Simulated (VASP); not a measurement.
An input for Ansatz (written as the equivalent of a VASP run, and not itself run):

Ansatz 0.2 input:
```yaml
crystal:
  lattice:
    - [4.3700620, 0.0000000, 0.0000000]
    - [-2.1850310, 3.7845850, 0.0000000]
    - [0.0000000, 0.0000000, 23.9021000]
  atoms:
    - { symbol: Mg, position: [0.0000000, 0.0000000, 0.6356890] }
    - { symbol: Mg, position: [0.0000000, 0.0000000, 0.3256580] }
    - { symbol: Mg, position: [0.6666670, 0.3333330, 0.4807820] }
    - { symbol: Mg, position: [0.3333330, 0.6666670, 0.7908130] }
    - { symbol: Te, position: [0.0000000, 0.0000000, 0.5192140] }
    - { symbol: Te, position: [0.0000000, 0.0000000, 0.2091870] }
    - { symbol: Te, position: [0.6666670, 0.3333330, 0.3649010] }
    - { symbol: Te, position: [0.3333330, 0.6666670, 0.6749320] }
kpoints:
  mp_grid: { grid: [4, 4, 1] }
hamiltonian:
  xc: pbe
  pseudopotentials: { kind: paw }
scf:
  occupations: { method: fermi_dirac, width: 0.1 }
  max_iter: 100
output: { forces: true, stress: true, eigenvalues: true }
```

### Question
Translate this input to VASP (INCAR, KPOINTS, POSCAR, choice of POTCAR).

### Answer
One answer among several that fit: 
KPOINTS:
```
Automatic mesh
0
Gamma
4 4 1
0 0 0
```

**INCAR**
```
! general
SYSTEM  = MgTe
PREC    = Accurate
ENCUT   = 300
LREAL   = .FALSE.
LASPH   = .TRUE.

! electronic loop
EDIFF   = 1E-6
NELM    = 100
ALGO    = Normal
LMAXMIX = 4

! smearing
ISMEAR  = -1
SIGMA   = 0.1

! functional
GGA     = PE

! ions
ISIF    = 2

! output
LWAVE   = .FALSE.
LCHARG  = .FALSE.
```

POSCAR:
```
MgTe
1
    4.3700620000     0.0000000000     0.0000000000
   -2.1850310000     3.7845850000     0.0000000000
    0.0000000000     0.0000000000    23.9021000000
Mg Te
4 4
Direct
  0.0000000000   0.0000000000   0.6356890000
  0.0000000000   0.0000000000   0.3256580000
  0.6666670000   0.3333330000   0.4807820000
  0.3333330000   0.6666670000   0.7908130000
  0.0000000000   0.0000000000   0.5192140000
  0.0000000000   0.0000000000   0.2091870000
  0.6666670000   0.3333330000   0.3649010000
  0.3333330000   0.6666670000   0.6749320000
```

POTCAR, in this order: Mg Te (PBE.64 set). Program: vasp_std.

What does not carry over: each code has its own PAW files, so the cut-off isn't converted (ENCUT is set for VASP's; basis.ecutwfc is left out, and Ansatz then takes the one that its files recommend); Ansatz stops its SCF on the density residual and VASP on the energy change (EDIFF).

The cell is a sheet with vacuum, built from a generated structure.
